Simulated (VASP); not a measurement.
Here is the system:

```
GaSb
1.0
    0.00000     3.05442     3.00861
    3.00861     0.00000     3.00861
    3.00861     3.05442     0.00000
Ga Sb
1 1
Direct
  0.00000   0.00000   0.00000
  0.25000   0.25000   0.25000
```

Computed with PBEsol GGA, VASP's PBE PAW potentials (set 64) (plane waves; VASP). Numerical set-up: 480 eV cut-off, 10×10×10 Γ-centred mesh, first-order Methfessel-Paxton smearing of 0.10 eV, potentials Ga_d Sb.

Give the stress tensor in GPa (positive for a compressed cell).

```
2.05  0.00  0.00
0.00  1.35  0.00
0.00  0.00  2.05
```
The pressure is its mean diagonal, 1.81 GPa.

The compound is GaSb in the zinc blende structure. This cell was strained or had an atom moved on purpose.
